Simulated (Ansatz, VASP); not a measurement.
# Sn: VASP beside Ansatz, part 2 of 2

One calculation is typed for both programs; each brings its own data sets. How far apart do they land? The cell is taken from a series of runs on this material, whose earlier steps may have relaxed, scaled, displaced or heated it; both programs get it as it stands.

VASP 6.6.1 and Ansatz 0.2.0.

So far: The structure; VASP: zone-centre phonons, PBEsol.

**2. VASP: zone-centre phonons, PBEsol (continued)**

Level of this step: PBEsol; plane waves and PAW (Sn_d) (VASP).

Numbers of over 12 decimals in the logs are rounded to 6 here.

From OUTCAR (step 2):

```text
ion  position               nearest neighbor table
   1  0.500  0.500  0.500-   2 2.89   2 2.89   2 2.89   2 2.89
   2  0.750  0.750  0.750-   1 2.89   1 2.89   1 2.89   1 2.89

  LATTYP: Found a trigonal (rhomboedric) cell.
 ALAT       =     4.7116865946
 COS(alpha) =     0.4987198754

 Subroutine GETGRP returns: Found 12 space group operations
 (whereof  6 operations were pure point group operations)

The static configuration has the point symmetry C_3v.
 The point group associated with its full space group is D_3d.

   k-points           NKPTS =   1728   k-points in BZ     NKDIM =   1728   number of bands    NBANDS=     20

   dimension x,y,z NGX =    36 NGY =   36 NGZ =   36
   dimension x,y,z NGXF=    72 NGYF=   72 NGZF=   72

   ENCUT  =  500.0 eV  36.75 Ry    6.06 a.u.   8.59  8.59  8.59*2*pi/ulx,y,z

   NELECT =      28.0000    total number of electrons

 k-points in reciprocal lattice and weights: Points of the shifted mesh
   0.04166667  0.04166667  0.04166667       0.001
   0.04166667  0.04166667  0.12500000       0.001
   0.04166667  0.04166667  0.20833333       0.001
   0.04166667  0.04166667  0.29166667       0.001
   0.04166667  0.04166667  0.37500000       0.001
   0.04166667  0.04166667  0.45833333       0.001
   0.04166667  0.04166667  0.54166667       0.001
   0.04166667  0.04166667  0.62500000       0.001
   0.04166667  0.04166667  0.70833333       0.001
[...]
0.95833333  0.95833333  0.87500000       0.001
   0.95833333  0.95833333  0.95833333       0.001

 average (electrostatic) potential at core
       1-102.0530       2-102.0530

  Total       -1.0077103     -1.0077103     -1.0077103     -0.0000745     -0.0000745     -0.0000745
  in kB      -21.7871164    -21.7871164    -21.7871164     -0.0016113     -0.0016113     -0.0016113
  external PRESSURE =     -21.7871164 kB  Pullay stress =       0.0000000 kB

  energy-cutoff  :      500.00
  volume of cell :       74.10
      direct lattice vectors                 reciprocal lattice vectors
    -0.004263585  3.331664178  3.331664178    -0.149787376  0.149979307  0.149979307
     3.331664178 -0.004263585  3.331664178     0.149979307 -0.149787376  0.149979307
     3.331664178  3.331664178 -0.004263585     0.149979307  0.149979307 -0.149787376

 POSITION                                       TOTAL-FORCE (eV/Angst)
 -----------------------------------------------------------------------------------
      3.32838      3.32838      3.32838        -0.000009     -0.000009     -0.000009
      4.99545      4.99545      4.99545         0.000009      0.000009      0.000009
 -----------------------------------------------------------------------------------
    total drift:                                0.000000      0.000000      0.000000

 Eigenvectors and eigenvalues of the dynamical matrix
 ----------------------------------------------------

   1 f  =    5.229772 THz    32.859624 2PiTHz  174.446400 cm-1    21.628587 meV
             X         Y         Z           dx          dy          dz
      3.328382  3.328382  3.328382     0.408248    0.408248    0.408248
      4.995449  4.995449  4.995449    -0.408248   -0.408248   -0.408248

   2 f  =    5.220907 THz    32.803927 2PiTHz  174.150716 cm-1    21.591927 meV
             X         Y         Z           dx          dy          dz
      3.328382  3.328382  3.328382     0.288675    0.288675   -0.577350
      4.995449  4.995449  4.995449    -0.288675   -0.288675    0.577350

   3 f  =    5.220907 THz    32.803927 2PiTHz  174.150716 cm-1    21.591927 meV
             X         Y         Z           dx          dy          dz
      3.328382  3.328382  3.328382     0.500000   -0.500000   -0.000000
      4.995449  4.995449  4.995449    -0.500000    0.500000    0.000000

   4 f  =    0.000000 THz     0.000001 2PiTHz    0.000003 cm-1     0.000000 meV
             X         Y         Z           dx          dy          dz
      3.328382  3.328382  3.328382     0.017030   -0.311940    0.634353
      4.995449  4.995449  4.995449     0.017030   -0.311940    0.634353

   5 f  =    0.000000 THz     0.000000 2PiTHz    0.000002 cm-1     0.000000 meV
             X         Y         Z           dx          dy          dz
      3.328382  3.328382  3.328382    -0.175300    0.612853    0.306074
      4.995449  4.995449  4.995449    -0.175300    0.612853    0.306074

   6 f  =    0.000000 THz     0.000000 2PiTHz    0.000001 cm-1     0.000000 meV
             X         Y         Z           dx          dy          dz
      3.328382  3.328382  3.328382    -0.684821   -0.164635   -0.062573
      4.995449  4.995449  4.995449    -0.684821   -0.164635   -0.062573

 ELASTIC MODULI CONTR FROM IONIC RELAXATION (kBar)
 Direction    XX          YY          ZZ          XY          YZ          ZX
 --------------------------------------------------------------------------------
 XX          -0.0088      0.0041      0.0041      0.1720     -0.9760      0.5295
 YY           0.0041     -0.0088      0.0041      0.5295      0.1720     -0.9760
 ZZ           0.0041      0.0041     -0.0088     -0.9760      0.5295      0.1720
 XY           0.1720      0.5295     -0.9760   -142.6536      1.7115      1.7115
 YZ          -0.9760      0.1720      0.5295      1.7115   -142.6536      1.7115
 ZX           0.5295     -0.9760      0.1720      1.7115      1.7115   -142.6536
 --------------------------------------------------------------------------------
```

**3. Ansatz: zone-centre phonons, PBEsol**

Ansatz runs on its PAW soft_1 files.

The same cell, functional, mesh and smearing now go to Ansatz, which takes its cutoff from its data sets.

File input.yaml:

```yaml
crystal:
  lattice:
    - [-0.0042635848, 3.3316641778, 3.3316641778]
    - [3.3316641778, -0.0042635848, 3.3316641778]
    - [3.3316641778, 3.3316641778, -0.0042635848]
  atoms:
    - { symbol: Sn, position: [0.4998272586, 0.4998272586, 0.4998272586] }
    - { symbol: Sn, position: [0.7501727414, 0.7501727414, 0.7501727414] }
kpoints:
  mp_grid: { grid: [12, 12, 12], shift: [0.5, 0.5, 0.5] }
hamiltonian:
  xc: pbesol
  pseudopotentials: { kind: paw, azcp: { folder: soft_1 }, xc_functional: pbe }
scf:
  occupations: { method: gaussian, width: 0.015 }
output:
  eigenvalues: true
phonons:
  method: dfpt
```

Run with:

```
> ansatz run input.yaml --threads 4 --pin off --max-ram 10240MiB --backend cpu --events-out ev --progress --plain --runs-dir out
```

The program printed:

```text
Engine: ansatz 0.2.0, aarch64-unknown-linux-gnu
Pseudopotentials: kind: paw
Pseudopotential: Sn, paw, valence charge 14, recommended cutoff 420 eV (normal), soft_1/Sn.paw.azcp
Functional definition: PBEsol
  exchange = pbesol_x
  correlation = pbesol_c
Crystal: 2 atoms, lattice volume = 74.105 Å³
Basis set: ecut = 420 eV, 1459 PW (Γ), exchange–correlation on 64×64×64 points (8 copies of the dense FFT grid, shifted against one another)
Bands: 18, of which v1, the nominal top of the filled ones, is band 14 counted from 1 (13 counted from 0)
Symmetry: 12 space group operations
k-points: 468 of 1728 (irreducible under 2 space group operations, time reversal used)
Non-local potential: Sn, projectors of the file, l = 0: 2, l = 1: 2, l = 2: 2, l = 3: 1
PAW form: soft (Blöchl's): semilocal exchange-correlation on the pseudo side does not see the compensation charge
PAW frozen core: Sn, regenerated for the run's functional, and the local potential with it (the file was generated under x = pbe(κ = 0.804, μ = 0.219515), c = pbe(β = 0.066725))
PAW one-centre angular grid: Sn, 590 points (default); XC on 64 Gauss nodes
Initial density: superposition of atomic densities (chi_scale 0.1, normalization cell)
Initial wavefunctions: pseudopotential atomic-orbital guess
Functional: x = pbesol(κ = 0.804, μ = 0.123457), c = pbesol(β = 0.046)
SCF iter   1: F=—  HF=-11899.680231 eV  |F-HF|=—  |Δ(HF+E_count)|=         —  Δρ=1.96e-2  dr2=3.05e-1  ethr=3.10e-3  ⟨swp⟩=6.1  Hψ=46047  notcnv=0
preconditioner: auto → none  [insulator: Δε(μ)=0.062 eV  Ē_g=19.658 eV  σ=0.015 eV  W_gap=1.00  n_scr=14 (ndim 8)  ℏωp=22.8 eV  f_vac=0.018  D(μ)=0.01/eV (n_scr^D=0)  ε∞_Penn≈2.3]
SCF iter   2: F=—  HF=-11899.623912 eV  |F-HF|=—  |Δ(HF+E_count)|=   5.63e-2  Δρ=8.92e-3  dr2=5.81e-2  ethr=1.09e-3  ⟨swp⟩=2.0  Hψ=14008  notcnv=0
SCF iter   3: F=—  HF=-11899.617289 eV  |F-HF|=—  |Δ(HF+E_count)|=   6.62e-3  Δρ=7.58e-4  dr2=2.68e-4  ethr=2.08e-4  ⟨swp⟩=2.9  Hψ=12133  notcnv=0
SCF iter   4: F=—  HF=-11899.617454 eV  |F-HF|=—  |Δ(HF+E_count)|=   1.65e-4  Δρ=3.17e-4  dr2=3.33e-5  ethr=9.57e-7  ⟨swp⟩=2.0  Hψ=15492  notcnv=0
SCF iter   5: F=—  HF=-11899.617457 eV  |F-HF|=—  |Δ(HF+E_count)|=   3.43e-6  Δρ=3.69e-5  dr2=9.50e-7  ethr=1.19e-7  ⟨swp⟩=2.0  Hψ=14976  notcnv=0
SCF iter   6: F=—  HF=-11899.617458 eV  |F-HF|=—  |Δ(HF+E_count)|=   4.00e-7  Δρ=4.04e-6  dr2=1.23e-8  ethr=3.39e-9  ⟨swp⟩=2.0  Hψ=14977  notcnv=0
SCF iter   7: F=—  HF=-11899.617458 eV  |F-HF|=—  |Δ(HF+E_count)|=   1.91e-8  Δρ=1.26e-6  dr2=1.54e-9  ethr=4.38e-11  ⟨swp⟩=3.0  Hψ=16017  notcnv=0
SCF iter   8: F=—  HF=-11899.617458 eV  |F-HF|=—  |Δ(HF+E_count)|=    0.00e0  Δρ=3.28e-7  dr2=1.15e-10  ethr=5.49e-12  ⟨swp⟩=2.0  Hψ=14976  notcnv=0
SCF iter   9: F=-11899.617458 eV  HF=-11899.617458 eV  |F-HF|=9.09e-12  |Δ(HF+E_count)|=  1.09e-11  Δρ=4.85e-8  dr2=2.27e-12  ethr=1.00e-12  ⟨swp⟩=6.9  Hψ=39280  notcnv=0
SCF 1 converged in 9 iterations: F = -11899.617458 eV  dr2 = 2.27e-12
  greatest PAW one-centre occupation: 0.991 electrons in one spin orbital (limit 2), on the Sn atom at site 1 (counted from 0), in its partial waves of l = 2
DFPT response loops at Γ: preconditioner auto → Kerker (q_TF=auto, 2.320 Å⁻¹) (partly filled bands, converged f_vac=0.103); β = 1.00, the filter's whole step (`scf.mixing.beta` (0.50) is not read by the response loops under this deck's `scf.mixing.preconditioner`; to damp them name `kerker` or `kerker_dos`, under which they read `scf.mixing.beta`, and type it under 1.00, their step now; both keys bind the ground state too); Broyden in place of MSR1
SCF converged after 9 iterations
Free energy (F): -11899.617458 eV
Harris-Foulkes:  -11899.617458 eV  (|F-HF|=9.09e-12)
Internal energy: -11899.617454 eV  (E = F + TS)
E sigma→0 (E₀):  -11899.617456 eV
Entropy (-TS):   -0.000004 eV (-0.002 meV/atom)
Fermi energy:    6.748635 eV
--- Per-component energies (eV) ---
  E_band       = -273.561930
  E_kinetic    = 335.273797
  E_local      = -2721.606022  (includes V_loc(G=0)·N_el)
  E_nonlocal   = 293.564636
  E_hartree    = 1313.354675
  E_xc         = -248.207586
  E_vxc        = -159.288396  (∫ρ·V_xc dr)
  E_paw        = -8592.381814  (= ΣΔE_a)
  E_vpaw       = -648.215867  (= ΣTr[D̂ρ^β])
  E_aug_tail   = 0.000590  (compensation charges beyond the density's cutoff)
  E_ewald      = -2280.185409
  E_core_change = 0.569679  (= ΣΔE_core)
  E_smearing   = -0.000004  (= −TS)
  E_closure    = 0.000000  (closes the sum)
  Σ components = -11899.617458   (vs F -11899.617458, Δ=0.00e0)
--- Band table (eV; the first three rows and the last of 468) ---
  k-point 0: bands = [... 10 lower, -3.3574, 5.3123, 6.7865, 6.7865, 6.9293, 8.9140, 8.9140, 8.9277]
  k-point 1: bands = [... 10 lower, -3.2749, 4.6348, 6.4497, 6.7239, 7.2197, 9.0042, 9.0394, 9.4062]
  k-point 2: bands = [... 10 lower, -3.0727, 3.5913, 6.1032, 6.4790, 7.2285, 9.3220, 9.4761, 10.1268]
  k-point 467: bands = [... 10 lower, -1.8971, 0.6982, 5.5246, 5.7043, 6.7756, 9.8634, 9.9748, 12.3755]
--- Phonons (Γ-DFPT): 1 representative perturbation + reference, on 468 of 1728 k-points (Σ response iterations 3) ---
  k mesh reduced under 2 symmetry operations, with k and −k counted as one. Each operation leaves every solved perturbation unchanged. A smaller set is not used because it would not reduce the number of displacements times k-points to solve
  ASR residual: 2.624e-5 → 0.000e0 eV/Å²; symmetrization residual: 2.587e-12 eV/Å²
  ASR residual per site (eV/Å²): 2.62e-5 2.62e-5
  Γ frequencies (cm⁻¹): 0.00 0.00 0.00 174.06 174.06 174.39
  non-analytic LO–TO correction: not included (Born effective charges unavailable; polar crystals: no LO–TO splitting at Γ)
```

In the SCF lines HF is the Harris–Foulkes energy and dr2 the Hartree energy of the density residual, in eV; the loop may stop once dr2 is under the threshold and the program's other checks hold. Hψ counts applications of the Hamiltonian.

**4. Differences**

Known differences besides the potentials themselves: the cutoff is 420 eV in Ansatz and 500 eV in VASP; Ansatz makes its cores anew for this functional, VASP keeps those of its PBE data sets. Total energies have different zeros and are not compared.

The two programs side by side:

| quantity | Ansatz | VASP | difference |
| --- | --- | --- | --- |
| optical mode 1 to 2 (cm⁻¹) | 174.1 | 174.2 | -0.05 % |
| optical mode 3 (cm⁻¹) | 174.4 | 174.4 | -0.03 % |

Modes are paired by rising frequency, not by their patterns, so a pair may set unlike modes beside each other; they are those without the splitting of longitudinal modes.

**5. What came out**

```json
{
 "r.m.s. difference of the optical zone-centre modes, each program's sorted by frequency (zone-centre phonons, PBEsol)": "0.081 cm⁻¹"
}
```

In words: The r.m.s. difference of the optical zone-centre modes, each program's sorted by frequency is 0.081 cm⁻¹ (zone-centre phonons, PBEsol). Such differences can come from data sets, numerical settings and the points named under the comparisons, not from the functional's error against experiment.

[Lines on the potential files, build, host, timing and source positions are cut from VASP's logs without a mark.]

[Logs are printed without paths, hosts, clocks, repeated set-up lines and the standing remarks that a program may print on its own settings, such as how far it seeks lower states.]

[Hosts, paths, dates, database ids (printed as entryN), source tags and the programs' standing remarks are cut or masked in the printed files.]
